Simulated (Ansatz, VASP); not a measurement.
**SnAs in two plane-wave programs**

One calculation is typed for both programs; each brings its own data sets and cutoff. How far apart do they land?

Calculated with Ansatz 0.2.0; plane waves, with VASP 6.6.1 beside it; relaxation of cell and atoms at r2SCAN with rVV10.

### Step 1. The starting structure

The structure is cubic, space group Fm-3m (No. 225). Conventional cell: a = 5.754 Å, b = 5.754 Å, c = 5.754 Å, α = 90.00°, β = 90.00°, γ = 90.00°. Sn has 6 As at 2.88 Å nearest. Nearest to As lie 6 Sn at 2.88 Å. Farther neighbours are not listed.

### Step 2. VASP: relaxation of cell and atoms, r2SCAN with rVV10

The relaxed volume is the usual yardstick between codes: its relative difference is about their pressure difference at one cell divided by the bulk modulus.

Lines of VASP's logs that name or quote its potential files are left out, and so is its time.

File INCAR:

```
SYSTEM = SnAs
PREC = Accurate
ENCUT = 400
EDIFF = 1E-06
NELM = 100
ISMEAR = 0
SIGMA = 0.05
LREAL = .FALSE.
ALGO = Normal
METAGGA = R2SCAN
LUSE_VDW = .TRUE.
IVDW_NL = 2
BPARAM = 11.95
CPARAM = 0.0093
LASPH = .TRUE.
NBANDS = 15
LORBIT = 11
LWAVE = .FALSE.
LCHARG = .FALSE.
KPAR = 2
IBRION = 2
NSW = 60
ISIF = 3
EDIFFG = -0.01
```

File POSCAR:

```
SnAs
1.0
    0.0000000000      2.8768709376      2.8768709376
    2.8768709376      0.0000000000      2.8768709376
    2.8768709376      2.8768709376      0.0000000000
Sn As
1 1
Direct
    0.5000000000      0.5000000000      0.5000000000
    0.0000000000      0.0000000000      0.0000000000
```

File KPOINTS:

```
Automatic mesh
0
Gamma
8 8 8
0 0 0
```

PAW data sets: Sn_d and As (PBE family, release 64).

Started as:

```console
$ mpirun -np 2 vasp_std
```

Numbers of over 12 decimals in the logs are rounded to 6 here.

Output:

```text
[banner, memory and clock lines left out]
running    2 mpi-ranks, on    1 nodes
 distrk:  each k-point on    1 cores,    2 groups
 distr:  one band on    1 cores,    1 groups

 POSCAR found type information on POSCAR SnAs
 POSCAR found :  2 types and       2 ions
|                                                                             |
|               ----> ADVICE to this user running VASP <----                  |
|                                                                             |
|     You have switched on vdW-DFT.                                           |
|     This routine was written and supplied by Jiri Klimes. We recommend      |
|     that you carefully read and cite the following publications:            |
|       J. Klimes, D.R. Bowler, A. Michelides                                 |
|          J. Phys.: Cond Matt. 22 022201 (2010)                              |
|       J. Klimes, D.R. Bowler, A. Michelides                                 |
|          Phys. Rev. B. 83, 195131 (2011)                                    |
|     and references therein.                                                 |
|                                                                             |

|                                                                             |
|               ----> ADVICE to this user running VASP <----                  |
|                                                                             |
|     You enforced a specific xc type in the INCAR file but a different       |
|     [... a line on the potential file left out ...]
|     I HOPE YOU KNOW WHAT YOU ARE DOING!                                     |
|                                                                             |

 LDA part: xc-table for (None), standard interpolation
 POSCAR, INCAR and KPOINTS ok, starting setup
 FFT: planning ... GRIDC
 FFT: planning ... GRID_SOFT
 FFT: planning ... GRID
 WAVECAR not read
 entering main loop
       N       E                     dE             d eps       ncg     rms          rms(c)
Total rVV10 correction in eV:      0.4362375    21.5668748
Total rVV10 correction in eV:      0.4362375    21.5668748
DAV:   1     0.696892356742E+02    0.69689E+02   -0.85479E+03   884   0.142E+03
DAV:   2    -0.338942121717E+02   -0.10358E+03   -0.10086E+03   954   0.335E+02
DAV:   3    -0.418386682258E+02   -0.79445E+01   -0.79052E+01  1101   0.829E+01
DAV:   4    -0.420132058747E+02   -0.17454E+00   -0.17446E+00   996   0.136E+01
DAV:   5    -0.420185267140E+02   -0.53208E-02   -0.53207E-02  1183   0.228E+00    0.354E+00
Total rVV10 correction in eV:      0.4378190    21.5668762
Total rVV10 correction in eV:      0.4378190    21.5668762
DAV:   6    -0.390751125921E+02    0.29434E+01   -0.83284E-01  1073   0.151E+01    0.208E+00
Total rVV10 correction in eV:      0.4413532    21.5668762
Total rVV10 correction in eV:      0.4413532    21.5668762
DAV:   7    -0.390729627054E+02    0.21499E-02   -0.84730E-02  1003   0.183E+00    0.921E-01
Total rVV10 correction in eV:      0.4427200    21.5668762
Total rVV10 correction in eV:      0.4427200    21.5668762
DAV:   8    -0.390758864571E+02   -0.29238E-02   -0.55008E-03  1045   0.775E-01    0.291E-01
Total rVV10 correction in eV:      0.4434117    21.5668762
Total rVV10 correction in eV:      0.4434117    21.5668762
DAV:   9    -0.390763653983E+02   -0.47894E-03   -0.67118E-04   982   0.240E-01    0.552E-02
Total rVV10 correction in eV:      0.4434243    21.5668762
Total rVV10 correction in eV:      0.4434243    21.5668762
DAV:  10    -0.390763712512E+02   -0.58529E-05   -0.97442E-05  1143   0.128E-01    0.274E-02
Total rVV10 correction in eV:      0.4434829    21.5668762
Total rVV10 correction in eV:      0.4434829    21.5668762
DAV:  11    -0.390763764449E+02   -0.51937E-05   -0.12505E-05  1066   0.429E-02    0.499E-03
Total rVV10 correction in eV:      0.4435082    21.5668762
Total rVV10 correction in eV:      0.4435082    21.5668762
DAV:  12    -0.390763771563E+02   -0.71145E-06   -0.25259E-06   968   0.259E-02
Total rVV10 correction in eV:      0.4435145    21.5668762
Total rVV10 correction in eV:      0.4435145    21.5668762
Total rVV10 correction in eV:      0.4435160    21.5668762
Total rVV10 correction in eV:      0.4435160    21.5668762
   1 F= -.39076377E+02 E0= -.39075372E+02  d E =-.390764E+02
 curvature:   0.00 expect dE= 0.000E+00 dE for cont linesearch  0.000E+00
 trial: gam= 0.00000 g(F)=  0.968E-60 g(S)=  0.332E-02 ort = 0.000E+00 (trialstep = 0.100E+01)
 search vector abs. value=  0.332E-02
 bond charge predicted
       N       E                     dE             d eps       ncg     rms          rms(c)
Total rVV10 correction in eV:      0.4436960    21.5668762
Total rVV10 correction in eV:      0.4436960    21.5668762
DAV:   1    -0.391121666764E+02   -0.35790E-01   -0.76573E-01  1066   0.148E+01    0.106E+00
Total rVV10 correction in eV:      0.4417627    21.5668757
Total rVV10 correction in eV:      0.4417627    21.5668757
DAV:   2    -0.390843464156E+02    0.27820E-01   -0.45498E-02  1080   0.391E+00    0.482E-01
Total rVV10 correction in eV:      0.4402388    21.5668757
Total rVV10 correction in eV:      0.4402388    21.5668757
DAV:   3    -0.390773299338E+02    0.70165E-02   -0.19324E-02  1118   0.245E+00    0.773E-02
Total rVV10 correction in eV:      0.4400756    21.5668757
Total rVV10 correction in eV:      0.4400756    21.5668757
DAV:   4    -0.390771582857E+02    0.17165E-03   -0.88690E-04   954   0.322E-01    0.298E-02
Total rVV10 correction in eV:      0.4400321    21.5668757
Total rVV10 correction in eV:      0.4400321    21.5668757
DAV:   5    -0.390771556247E+02    0.26610E-05   -0.32883E-05  1175   0.510E-02    0.240E-02
Total rVV10 correction in eV:      0.4399530    21.5668757
Total rVV10 correction in eV:      0.4399530    21.5668757
DAV:   6    -0.390771597642E+02   -0.41396E-05   -0.26985E-05  1295   0.513E-02    0.523E-03
Total rVV10 correction in eV:      0.4399157    21.5668757
Total rVV10 correction in eV:      0.4399157    21.5668757
DAV:   7    -0.390771612996E+02   -0.15354E-05   -0.94352E-06  1073   0.339E-02    0.412E-03
Total rVV10 correction in eV:      0.4399064    21.5668757
Total rVV10 correction in eV:      0.4399064    21.5668757
DAV:   8    -0.390771602649E+02    0.10347E-05   -0.74815E-07   556   0.684E-03    0.167E-03
Total rVV10 correction in eV:      0.4399070    21.5668757
Total rVV10 correction in eV:      0.4399070    21.5668757
DAV:   9    -0.390771598636E+02    0.40127E-06   -0.19930E-07   512   0.596E-03
Total rVV10 correction in eV:      0.4399076    21.5668757
Total rVV10 correction in eV:      0.4399076    21.5668757
Total rVV10 correction in eV:      0.4399071    21.5668757
Total rVV10 correction in eV:      0.4399071    21.5668757
   2 F= -.39077160E+02 E0= -.39076018E+02  d E =-.782707E-03
 trial-energy change:   -0.000783  1 .order   -0.000756   -0.003324    0.001811
 step:   0.6543(harm=  0.6473)  dis= 0.00000  next Energy=   -39.077472 (dE=-0.109E-02)
 bond charge predicted
       N       E                     dE             d eps       ncg     rms          rms(c)
Total rVV10 correction in eV:      0.4398470    21.5668757
Total rVV10 correction in eV:      0.4398470    21.5668757
DAV:   1    -0.390816576689E+02   -0.44974E-02   -0.93439E-02  1080   0.531E+00    0.364E-01
Total rVV10 correction in eV:      0.4405094    21.5668759
Total rVV10 correction in eV:      0.4405094    21.5668759
DAV:   2    -0.390783836217E+02    0.32740E-02   -0.53543E-03  1080   0.132E+00    0.167E-01
Total rVV10 correction in eV:      0.4410478    21.5668759
Total rVV10 correction in eV:      0.4410478    21.5668759
DAV:   3    -0.390775241777E+02    0.85944E-03   -0.23905E-03  1118   0.852E-01    0.263E-02
Total rVV10 correction in eV:      0.4411016    21.5668759
Total rVV10 correction in eV:      0.4411016    21.5668759
DAV:   4    -0.390774883616E+02    0.35816E-04   -0.11136E-04   968   0.118E-01    0.103E-02
Total rVV10 correction in eV:      0.4411190    21.5668759
Total rVV10 correction in eV:      0.4411190    21.5668759
DAV:   5    -0.390774847659E+02    0.35957E-05   -0.40404E-06  1161   0.190E-02    0.842E-03
Total rVV10 correction in eV:      0.4411491    21.5668759
Total rVV10 correction in eV:      0.4411491    21.5668759
DAV:   6    -0.390774812003E+02    0.35656E-05   -0.31584E-06   986   0.193E-02    0.181E-03
Total rVV10 correction in eV:      0.4411612    21.5668759
Total rVV10 correction in eV:      0.4411612    21.5668759
DAV:   7    -0.390774797062E+02    0.14942E-05   -0.12791E-06   540   0.148E-02    0.118E-03
Total rVV10 correction in eV:      0.4411654    21.5668759
Total rVV10 correction in eV:      0.4411654    21.5668759
DAV:   8    -0.390774800193E+02   -0.31313E-06   -0.20626E-07   477   0.386E-03
Total rVV10 correction in eV:      0.4411633    21.5668759
Total rVV10 correction in eV:      0.4411633    21.5668759
Total rVV10 correction in eV:      0.4411644    21.5668759
Total rVV10 correction in eV:      0.4411644    21.5668759
   3 F= -.39077480E+02 E0= -.39076399E+02  d E =-.110286E-02
 curvature:  -0.32 expect dE=-0.961E-06 dE for cont linesearch -0.961E-06
 trial: gam= 0.00000 g(F)=  0.469E-60 g(S)=  0.297E-05 ort =-0.994E-04 (trialstep = 0.931E+00)
 search vector abs. value=  0.297E-05
 reached required accuracy - stopping structural energy minimisation
```

OUTCAR, selected parts (step 2):

```text
ion  position               nearest neighbor table
   1  0.500  0.500  0.500-   2 2.88   2 2.88   2 2.88   2 2.88   2 2.88   2 2.88
   2  0.000  0.000  0.000-   1 2.88   1 2.88   1 2.88   1 2.88   1 2.88   1 2.88

  LATTYP: Found a face centered cubic cell.
 ALAT       =     5.7537418752

 Subroutine GETGRP returns: Found 48 space group operations
 (whereof 48 operations were pure point group operations)

The static configuration has the point symmetry O_h .

 Found     29 irreducible k-points:

   k-points           NKPTS =     29   k-points in BZ     NKDIM =     29   number of bands    NBANDS=     15

   dimension x,y,z NGX =    28 NGY =   28 NGZ =   28
   dimension x,y,z NGXF=    56 NGYF=   56 NGZF=   56

   ENCUT  =  400.0 eV  29.40 Ry    5.42 a.u.   6.63  6.63  6.63*2*pi/ulx,y,z

   NELECT =      19.0000    total number of electrons

 k-points in reciprocal lattice and weights: Automatic mesh
   0.00000000  0.00000000  0.00000000       0.002
   0.12500000  0.00000000  0.00000000       0.016
   0.25000000  0.00000000  0.00000000       0.016
   0.37500000  0.00000000  0.00000000       0.016
   0.50000000  0.00000000  0.00000000       0.008
   0.12500000  0.12500000  0.00000000       0.012
   0.25000000  0.12500000  0.00000000       0.047
   0.37500000  0.12500000  0.00000000       0.047
   0.50000000  0.12500000  0.00000000       0.047
[...]
-0.37500000  0.50000000  0.12500000       0.023
  -0.25000000  0.50000000  0.25000000       0.012

 average (electrostatic) potential at core
       1-105.8066       2 -52.1906

 E-fermi :   6.8632

 k-point     1 :       0.0000    0.0000    0.0000
  band No.  band energies     occupation
    ...
      6      -6.8524      2.00000
      7       4.4134      2.00000
      8       5.6398      2.00000
      9       5.6398      2.00000
     10       5.6398      2.00000
     11      12.6788      0.00000
     12      12.6789      0.00000
     13      12.6789      0.00000
     14      13.2803      0.00000
     15      13.2803      0.00000

 k-point     2 :       0.1250    0.0000    0.0000
  band No.  band energies     occupation
    ...
      6      -6.6582      2.00000
      7       2.8696      2.00000
      8       5.6668      2.00000
      9       5.6669      2.00000
     10       6.8168      1.80991
     11      11.5884      0.00000
     12      11.5885      0.00000
     13      11.7252      0.00000
     14      13.3682      0.00000
     15      13.7316      0.00000

 k-point     3 :       0.2500    0.0000    0.0000
  band No.  band energies     occupation
    ...
      5     -15.3556      2.00000
      6      -6.0944      2.00000
      7       0.8186      2.00000
      8       5.7785      2.00000
      9       5.7785      2.00000
     10       7.7325      0.00000
     11      10.0373      0.00000
     12      10.0373      0.00000
     13      10.5956      0.00000
     14      13.9532      0.00000
    ...

  Total        0.0064072      0.0064072      0.0064072      0.0000000      0.0000000      0.0000000
  in kB        0.2177733      0.2177733      0.2177733      0.0000000      0.0000000      0.0000000
  external PRESSURE =       0.2177733 kB  Pullay stress =       0.0000000 kB

  energy-cutoff  :      400.00
  volume of cell :       47.14
      direct lattice vectors                 reciprocal lattice vectors
    -0.000000000  2.867140464  2.867140464    -0.174389782  0.174389782  0.174389782
     2.867140464  0.000000000  2.867140464     0.174389782 -0.174389782  0.174389782
     2.867140464  2.867140464  0.000000000     0.174389782  0.174389782 -0.174389782

 POSITION                                       TOTAL-FORCE (eV/Angst)
 -----------------------------------------------------------------------------------
      2.86714      2.86714      2.86714        -0.000000     -0.000000      0.000000
      0.00000      0.00000      0.00000         0.000000      0.000000      0.000000
 -----------------------------------------------------------------------------------
    total drift:                                0.000000      0.000000      0.000000

  FREE ENERGIE OF THE ION-ELECTRON SYSTEM (eV)
  ---------------------------------------------------
  free  energy   TOTEN  =       -39.0774800193 eV

  energy  without entropy=      -39.0753177768  energy(sigma->0) =      -39.07639890

 reached required accuracy - stopping structural energy minimisation

 total charge
# of ion       s       p       d       tot
------------------------------------------
    1        1.197   0.965  10.013  12.175
    2        1.256   1.491   0.034   2.781
--------------------------------------------------
tot          2.453   2.456  10.047  14.957

[... 3 further parts left out ...]
```

This run has no spin polarisation. Its electron count is odd, so without a moment it is a metal by construction.

(Continued in part 2 of 2.)

[Lines on the potential files, build, host, timing and source positions are cut from VASP's logs without a mark.]

[Logs are printed without paths, hosts, clocks, repeated set-up lines and the standing remarks that a program may print on its own settings, such as how far it seeks lower states.]

[Hosts, paths, dates, database ids (printed as entryN), source tags and the programs' standing remarks are cut or masked in the printed files.]
